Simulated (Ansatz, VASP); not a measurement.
## Cross-check of Cd (Cadmium) between VASP and Ansatz

One calculation is typed for both programs; each brings its own data sets. How far apart do they land? The cell is taken from a series of runs on this material, whose earlier steps may have relaxed, scaled, displaced or heated it; both programs get it as it stands.

Program: Ansatz 0.2.0. Level of theory: plane waves, with VASP 6.6.1 beside it; relaxation of cell and atoms at PBE. Results are calculated unless marked as measured.

### 1. Starting point

The structure is hexagonal, space group P6_3/mmc (No. 194). Conventional cell: a = 2.998 Å, b = 2.998 Å, c = 5.936 Å, α = 90.00°, β = 90.00°, γ = 120.00°. Cd has 6 Cd at 3.00 Å nearest.

### 2. Ansatz: relaxation of cell and atoms, PBE

Ansatz runs on norm-conserving files, of PseudoDojo where its log says so.

The relaxed volume is the usual yardstick between codes: in a stiff, nearly cubic crystal its relative difference is about their pressure difference at one cell divided by the bulk modulus.

Contents of input.yaml:

```yaml
crystal:
  lattice:
    - [2.998171373, 0.0, 0.0]
    - [-1.4990856865, 2.5964925739, 0.0]
    - [0.0, 0.0, 5.9360302516]
  atoms:
    - { symbol: Cd, position: [0.3333333333, 0.6666666667, 0.25] }
    - { symbol: Cd, position: [0.6666666667, 0.3333333333, 0.75] }
kpoints:
  mp_grid: { grid: [12, 12, 6] }
hamiltonian:
  xc: pbe
  pseudopotentials: { kind: nc, accuracy: standard }
scf:
  occupations: { method: methfessel_paxton, width: 0.2 }
output:
  forces: true
  stress: true
  eigenvalues: true
relax:
  adjacent_minimum: "off"
  f_tol: 0.001
  max_steps: 60
  cell: { stress_tol: 0.01 }
```

Command:

```bash
$ ansatz run input.yaml --threads 16 --pin off --max-ram 92160MiB --backend cuda --events-out ev --progress --plain --runs-dir out --max-vram 78GiB
```

Numbers of over 12 decimals in the logs are rounded to 6 here.

Output:

```text
Engine: ansatz 0.2.0, aarch64-unknown-linux-gnu
Pseudopotentials: kind: nc
Pseudopotential: Cd, nc, valence charge 20, recommended cutoff 1387.780699 eV (normal), Cd.nc.azcp (PseudoDojo's, or run here from an input of PseudoDojo's; its table is named by hamiltonian.pseudopotentials.accuracy)
Functional definition: PBE
  parameter kappa = 0.804
  parameter beta = 0.066725
  exchange = pbe_x(kappa = kappa, mu = beta*pi^2/3)
  correlation = pbe_c(beta = beta)
[...]
Crystal: 2 atoms, lattice volume = 46.210 Å³
Basis set: ecut = 1387.780699 eV, 5431 PW (Γ), exchange–correlation on 80×80×150 points (8 copies of the dense FFT grid, shifted against one another)
Bands: 24, of which v1, the nominal top of the filled ones, is band 20 counted from 1 (19 counted from 0)
Symmetry: 24 space group operations
Space group: P63/mmc (ITA 194), of the structure as read, at distance tolerance 3.6e-5 Å
k-points: 76 of 864
Non-local potential: Cd, projectors of the file, l = 0: 2, l = 1: 2, l = 2: 2
Initial density: superposition of atomic densities (chi_scale 0.1, normalization cell)
Initial wavefunctions: pseudopotential atomic-orbital guess
[...]
Functional: x = pbe(κ = 0.804, μ = 0.219515), c = pbe(β = 0.066725)
SCF iter   1: F=—  HF=-9542.244615 eV  |F-HF|=—  |Δ(HF+E_count)|=         —  Δρ=2.56e-2  dr2=3.86e-1  ethr=3.10e-3  ⟨swp⟩=5.8  Hψ=7685  notcnv=0
preconditioner: auto → Resta (q_TF=auto, 2.663 Å⁻¹)  ε∞=5.5  [insulator: Δε(μ)=0.217 eV  Ē_g=12.594 eV  σ=0.200 eV  W_gap=0.65  n_scr=22 (ndim 8)  ℏωp=26.8 eV  f_vac=0.000  D(μ)=0.49/eV (n_scr^D=2)  ε∞_Penn≈5.5]
SCF iter   2: F=—  HF=-9542.163880 eV  |F-HF|=—  |Δ(HF+E_count)|=   8.07e-2  S|Δr|=    0.00e0  Δρ=1.37e-2  dr2=7.95e-2  ethr=9.64e-4  ⟨swp⟩=2.2  Hψ=3716  notcnv=0
[...]
SCF iter   7: F=-9542.155448 eV  HF=-9542.155448 eV  |F-HF|=1.50e-9  |Δ(HF+E_count)|=   5.73e-8  S|Δr|=    0.00e0  Δρ=4.60e-6  dr2=4.91e-9  ethr=2.50e-10  ⟨swp⟩=7.9  Hψ=11967  notcnv=0
SCF 1 converged in 7 iterations: F = -9542.155448 eV  dr2 = 4.91e-9
relax step   1: F+E_penalty+E_count = -9542.15544758 eV  Δ(F+E_penalty+E_count) = +0.000e0 eV  max|allowed force component| = 1.434e-16 eV/Å  Δτ_max = 0.0000 Å  P = +0.105 GPa  Ω = 46.210 Å³  (7 SCF iters, dr2 threshold 1.00e-7 eV, accepted)
[...]
relax step   2: F+E_penalty+E_count = -9542.15542330 eV  Δ(F+E_penalty+E_count) = +2.428e-5 eV  max|allowed force component| = 2.035e-16 eV/Å  Δτ_max = 0.0000 Å  P = -0.013 GPa  Ω = 46.323 Å³  energy of the carried Pulay correction = -5.693e-5 eV  (4 SCF iters, dr2 threshold 3.74e-8 eV, accepted)
[...]
relax step   3: F+E_penalty+E_count = -9542.15542909 eV  Δ(F+E_penalty+E_count) = -5.791e-6 eV  max|allowed force component| = 9.714e-17 eV/Å  Δτ_max = 0.0000 Å  P = +0.000 GPa  Ω = 46.313 Å³  energy of the carried Pulay correction = -5.199e-5 eV  (4 SCF iters, dr2 threshold 1.07e-9 eV, accepted)
[...]
relax step   4: F+E_penalty+E_count = -9542.15548361 eV  Δ(F+E_penalty+E_count) = -5.452e-5 eV  max|allowed force component| = 1.388e-16 eV/Å  Δτ_max = 0.0000 Å  P = +0.005 GPa  Ω = 46.313 Å³  stress off target by 7.32e-3 GPa  SCF on the basis re-selected at this cell (its energy is not comparable with the rows above)  (5 SCF iters)
basis re-selected at this cell: Δ(F+E_penalty+E_count) = -5.452e-5 eV, ΔP = +0.004 GPa vs the last step (what re-selecting the basis moved, of the pressure what is left beyond the Pulay correction that the steps carried, after the strain that the cell walked since its last selection, with what the two solves' SCF thresholds leave and, on support functions, any second-order correction that the steps lacked; it is no m [...]
SCF converged after 5 iterations
Stability not checked: this state was not tested for a lower state beside it, because cold or Methfessel-Paxton smearing, or corrected tetrahedra, fill the levels in a way that the test cannot read (fill_not_monotonic; see scf.lower_state_search)
Free energy (F): -9542.155484 eV
Harris-Foulkes:  -9542.155484 eV  (|F-HF|=1.82e-12)
Internal energy: -9542.154388 eV  (E = F + TS)
E sigma→0 (E₀):  -9542.155210 eV
Entropy (-TS):   -0.001096 eV (-0.548 meV/atom)
Fermi energy:    13.511641 eV
--- Per-component energies (eV) ---
  E_band       = -831.278054
  E_kinetic    = 3338.933592
  E_local      = -8737.924555  (includes V_loc(G=0)·N_el)
  E_nonlocal   = 233.263816
  E_hartree    = 2740.668422
  E_xc         = -1317.832836
  E_vxc        = -1146.887712  (∫ρ·V_xc dr)
  E_ewald      = -5799.262827
  E_smearing   = -0.001096  (= −TS)
  E_closure    = 0.000000  (closes the sum)
  Σ components = -9542.155484   (vs F -9542.155484, Δ=0.00e0)
--- Forces (eV/Å), atoms counted from 1 ---
  atom   1  Cd    -0.00000000    -0.00000000     0.00000000
  atom   2  Cd     0.00000000     0.00000000    -0.00000000
  max |Σ_I F_I| component: 0.00e0 eV/Å
--- Stress (GPa, compression-positive) ---
        0.003269      -0.000000       0.000000
       -0.000000       0.003269       0.000000
        0.000000       0.000000       0.007320
  P = ⅓ Tr σ = 0.0046 GPa (0.046 kbar)
--- Band table (eV; the first three rows and the last of 76) ---
  k-point 0: bands = [... 16 lower, 5.1260, 5.1260, 5.1871, 10.0085, 10.6921, 22.3980, 26.6262, 27.5977]
  k-point 1: bands = [... 16 lower, 5.1167, 5.1167, 5.3335, 8.7712, 12.1740, 21.0340, 27.6044, 28.0823]
  k-point 2: bands = [... 16 lower, 5.0899, 5.0899, 5.7718, 7.5040, 14.1700, 18.7155, 27.6809, 28.1545]
  k-point 75: bands = [... 16 lower, 5.0780, 5.0780, 14.8078, 14.8078, 15.0681, 15.0681, 15.4612, 15.4612]
--- Relaxed structure (3 steps of the walk, 3 accepted, 1 SCFs on fresh bases) ---
  F+E_penalty+E_count = -9542.15548361 eV   max|allowed force component| = 1.388e-16 eV/Å   (the final SCF, on the basis selected at the relaxed cell)
  cell:  # Å, volume = 46.3129 Å³
    - [3.000389, 0.0, 0.0]
    - [-1.500194, 2.598413, 0.0]
    - [0.0, 0.0, 5.940409]
  atoms:
    - { symbol: Cd, position: [0.333333, 0.666667, 0.25] }
    - { symbol: Cd, position: [0.666667, 0.333333, 0.75] }
```

In the SCF lines HF is the Harris–Foulkes energy and dr2 the Hartree energy of the density residual, in eV; the loop may stop once dr2 is under the threshold and the program's other checks hold. Hψ counts applications of the Hamiltonian.

### 3. VASP: relaxation of cell and atoms, PBE

The same cell, functional, mesh and smearing now go to VASP, with its own data sets.

Lines of VASP's logs that name or quote its potential files are left out, and so is its time.

Contents of INCAR:

```
SYSTEM = Cd
PREC = Accurate
ENCUT = 500
EDIFF = 1E-07
NELM = 120
ISMEAR = 1
SIGMA = 0.2
LREAL = .FALSE.
ALGO = Normal
GGA = PE
NBANDS = 18
LORBIT = 11
LWAVE = .FALSE.
LCHARG = .FALSE.
ISIF = 3
IBRION = 2
NSW = 80
EDIFFG = -0.005
LASPH = .TRUE.
GGA_COMPAT = .FALSE.
NELMIN = 4
KPAR = 2
```

Contents of POSCAR:

```
Cd
1.0
    2.9981710000      0.0000000000      0.0000000000
   -1.4990860000      2.5964930000      0.0000000000
    0.0000000000      0.0000000000      5.9360300000
Cd
2
Direct
    0.3333333803      0.6666665383      0.2500000842
    0.6666669532      0.3333334617      0.7500000842
```

Contents of KPOINTS:

```
Automatic mesh
0
Gamma
12 12 6
0 0 0
```

Potentials, in the order of the species: Cd (PBE family, release 64).

Command:

```bash
$ mpirun -np 2 vasp_std
```

Output:

```text
[banner, memory and clock lines left out]
running    2 mpi-ranks, on    1 nodes
 distrk:  each k-point on    1 cores,    2 groups
 distr:  one band on    1 cores,    1 groups

 POSCAR found type information on POSCAR Cd
 POSCAR found :  1 types and       2 ions
 LDA part: xc-table for (Slater+PW92), standard interpolation
 POSCAR, INCAR and KPOINTS ok, starting setup
 FFT: planning ... GRIDC
 FFT: planning ... GRID_SOFT
 FFT: planning ... GRID
 WAVECAR not read
 entering main loop
       N       E                     dE             d eps       ncg     rms          rms(c)
DAV:   1     0.169798891387E+03    0.16980E+03   -0.12926E+04  2736   0.129E+03
DAV:   2     0.231076585409E+01   -0.16749E+03   -0.16177E+03  2818   0.338E+02
DAV:   3    -0.158452705847E+01   -0.38953E+01   -0.38842E+01  3202   0.597E+01
DAV:   4    -0.159179306646E+01   -0.72660E-02   -0.72502E-02  3030   0.226E+00
DAV:   5    -0.159181351554E+01   -0.20449E-04   -0.20449E-04  2956   0.120E-01    0.387E+00
DAV:   6    -0.150516764086E+01    0.86646E-01   -0.24259E-01  2974   0.581E+00    0.316E+00
DAV:   7    -0.150213766525E+01    0.30300E-02   -0.25045E-02  2936   0.148E+00    0.160E+00
DAV:   8    -0.150284225487E+01   -0.70459E-03   -0.34338E-03  2890   0.720E-01    0.878E-02
DAV:   9    -0.150289446956E+01   -0.52215E-04   -0.36456E-05  3136   0.636E-02    0.356E-02
DAV:  10    -0.150293666372E+01   -0.42194E-04   -0.38835E-05  2950   0.626E-02    0.372E-03
DAV:  11    -0.150293657659E+01    0.87125E-07   -0.30496E-08  2326   0.140E-03
   1 F= -.15029366E+01 E0= -.15025489E+01  d E =-.150294E+01
 curvature:   0.00 expect dE= 0.000E+00 dE for cont linesearch  0.000E+00
 trial: gam= 0.00000 g(F)=  0.459E-41 g(S)=  0.464E-03 ort = 0.000E+00 (trialstep = 0.100E+01)
 search vector abs. value=  0.464E-03
 bond charge predicted
       N       E                     dE             d eps       ncg     rms          rms(c)
DAV:   1    -0.151207786687E+01   -0.91412E-02   -0.17871E-01  2818   0.497E+00    0.702E-01
DAV:   2    -0.150392863137E+01    0.81492E-02   -0.20797E-02  2828   0.182E+00    0.213E-01
DAV:   3    -0.150331804051E+01    0.61059E-03   -0.98535E-04  2954   0.332E-01    0.174E-01
DAV:   4    -0.150314222964E+01    0.17581E-03   -0.15087E-04  2824   0.969E-02    0.149E-02
DAV:   5    -0.150314182980E+01    0.39984E-06   -0.80915E-06  2860   0.301E-02    0.889E-03
DAV:   6    -0.150314210684E+01   -0.27704E-06   -0.91444E-07  2972   0.860E-03    0.294E-03
DAV:   7    -0.150314190355E+01    0.20329E-06   -0.14605E-07  1736   0.459E-03    0.669E-04
DAV:   8    -0.150314191036E+01   -0.68062E-08   -0.51582E-09  1420   0.699E-04
   2 F= -.15031419E+01 E0= -.15027697E+01  d E =-.205334E-03
 trial-energy change:   -0.000205  1 .order   -0.000211   -0.000464    0.000042
 step:   0.9120(harm=  0.9176)  dis= 0.00000  next Energy=    -1.503144 (dE=-0.207E-03)
 reached required accuracy - stopping structural energy minimisation
```

Parts of OUTCAR (step 3):

```text
ion  position               nearest neighbor table
   1  0.333  0.667  0.250-   2 3.44   2 3.44   2 3.44   2 3.44   2 3.44   2 3.44
   2  0.667  0.333  0.750-   1 3.44   1 3.44   1 3.44   1 3.44   1 3.44   1 3.44

  LATTYP: Found a hexagonal cell.
 ALAT       =     2.9981710000
 C/A-ratio  =     1.9798837358

 Subroutine GETGRP returns: Found 24 space group operations
 (whereof 12 operations were pure point group operations)

The static configuration has the point symmetry D_3d.
 The point group associated with its full space group is D_6h.

 Found     76 irreducible k-points:

   k-points           NKPTS =     76   k-points in BZ     NKDIM =     76   number of bands    NBANDS=     18

   dimension x,y,z NGX =    24 NGY =   24 NGZ =   48
   dimension x,y,z NGXF=    48 NGYF=   48 NGZF=   96

   ENCUT  =  500.0 eV  36.75 Ry    6.06 a.u.   5.47  5.47 10.82*2*pi/ulx,y,z

   NELECT =      24.0000    total number of electrons

 k-points in reciprocal lattice and weights: Automatic mesh
   0.00000000  0.00000000  0.00000000       0.001
   0.08333333  0.00000000  0.00000000       0.007
   0.16666667  0.00000000  0.00000000       0.007
   0.25000000  0.00000000  0.00000000       0.007
   0.33333333  0.00000000  0.00000000       0.007
   0.41666667 -0.00000000  0.00000000       0.007
   0.50000000  0.00000000  0.00000000       0.003
   0.08333333  0.08333333  0.00000000       0.007
   0.16666667  0.08333333  0.00000000       0.014
[...]
0.33333333  0.25000000  0.50000000       0.014
   0.33333333  0.33333333  0.50000000       0.002

 average (electrostatic) potential at core
       1 -39.8309       2 -39.8309

 E-fermi :   2.4345

 k-point     1 :       0.0000    0.0000    0.0000
  band No.  band energies     occupation
    ...
      9      -5.9669      2.00000
     10      -5.9669      2.00000
     11      -5.8843      2.00000
     12      -1.0663      2.00000
     13      -0.3767      2.00000
     14      11.4498      0.00000
     15      15.5600      0.00000
     16      17.0242      0.00000
     17      17.3399      0.00000
     18      17.3399      0.00000

 k-point     2 :       0.0833    0.0000    0.0000
  band No.  band energies     occupation
    ...
      9      -6.0448      2.00000
     10      -5.9684      2.00000
     11      -5.7349      2.00000
     12      -0.9598      2.00000
     13      -0.1269      2.00000
     14      11.6673      0.00000
     15      14.7829      0.00000
     16      15.5921      0.00000
     17      16.1133      0.00000
     18      16.6966      0.00000

 k-point     3 :       0.1667    0.0000    0.0000
  band No.  band energies     occupation
    ...
      9      -6.1988      2.00000
     10      -5.9756      2.00000
     11      -5.2354      2.00000
     12      -0.6151      2.00000
     13       0.5721      2.00000
     14      11.6200      0.00000
     15      12.2692      0.00000
     16      14.4997      0.00000
     17      15.1941      0.00000
     18      16.0649      0.00000

  Total       -0.0088495     -0.0088495     -0.0009297      0.0000000      0.0000000      0.0000000
  in kB       -0.3052077     -0.3052079     -0.0320627      0.0000001      0.0000000      0.0000000
  external PRESSURE =      -0.2141594 kB  Pullay stress =       0.0000000 kB

  energy-cutoff  :      500.00
  volume of cell :       46.46
      direct lattice vectors                 reciprocal lattice vectors
     3.005129088 -0.000000001  0.000000000     0.332764407  0.192121629 -0.000000000
    -1.502565046  2.602518887  0.000000000     0.000000000  0.384243129 -0.000000000
     0.000000000  0.000000000  5.939896368    -0.000000000 -0.000000000  0.168353106

 POSITION                                       TOTAL-FORCE (eV/Angst)
 -----------------------------------------------------------------------------------
     -0.00000      1.73501      1.48497        -0.000000     -0.000000      0.000000
      1.50257      0.86751      4.45492         0.000000      0.000000      0.000000
 -----------------------------------------------------------------------------------
    total drift:                               -0.000160     -0.000002     -0.000189

  FREE ENERGIE OF THE ION-ELECTRON SYSTEM (eV)
  ---------------------------------------------------
  free  energy   TOTEN  =        -1.5031419104 eV

  energy  without entropy=       -1.5020251989  energy(sigma->0) =       -1.50276967

 reached required accuracy - stopping structural energy minimisation

 total charge
# of ion       s       p       d       tot
------------------------------------------
    1        0.527   0.282   9.486  10.295
    2        0.527   0.282   9.486  10.295
--------------------------------------------------
tot          1.054   0.564  18.972  20.590

[... 3 further parts left out ...]
```

CONTCAR:

```
Cd
   1.00000000000000
     3.0051290880633861   -0.0000000013399020    0.0000000000000000
    -1.5025650463524711    2.6025188869101687    0.0000000000000000
     0.0000000000000000    0.0000000000000000    5.9398963679084726
  Cd
     2
Direct
     0.3333333802999974    0.6666665382999994    0.2500000842000034
     0.6666669532000000    0.3333334617000006    0.7500000842000034
```

The run keeps the 24 symmetry operations of its start, so it cannot find a distortion of lower symmetry.

### 4. Differences

Known differences besides the potentials themselves: the data sets hold 40 valence electrons in Ansatz (on norm-conserving files, of PseudoDojo where its log says so) and 24 in VASP; the cutoff is 1387.78 eV in Ansatz and 500 eV in VASP; Ansatz adds a Pulay correction to the stress that steers its cell, VASP none. Total energies have different zeros and are not compared.

Compared:

| quantity | Ansatz | VASP | difference |
| --- | --- | --- | --- |
| volume (Å³) | 46.31 | 46.46 | -0.31 % |
| edge a after relaxation, in the typed setting (Å) | 3.000 | 3.005 | -0.16 % |
| edge c after relaxation, in the typed setting (Å) | 5.940 | 5.940 | +0.01 % |

### 5. Outcome

* difference in volume (relaxation of cell and atoms, PBE): -0.31 %

The difference in volume is -0.31 % (relaxation of cell and atoms, PBE), within the 1.2 % picked in this series as the mark of a large difference, as far as the stopping tolerances let one tell. The data sets hold unlike numbers of valence electrons (40 in Ansatz and 24 in VASP), so part of the differences comes from the potentials. 3 further runs of this series are not shown here. Such differences can come from data sets, numerical settings and the points named under the comparisons, not from the functional's error against experiment.

[Lines on the potential files, build, host, timing and source positions are cut from VASP's logs without a mark.]

[Logs are printed without paths, hosts, clocks, repeated set-up lines and the standing remarks that a program may print on its own settings, such as how far it seeks lower states.]

[Hosts, paths, dates, database ids (printed as entryN), source tags and the programs' standing remarks are cut or masked in the printed files.]
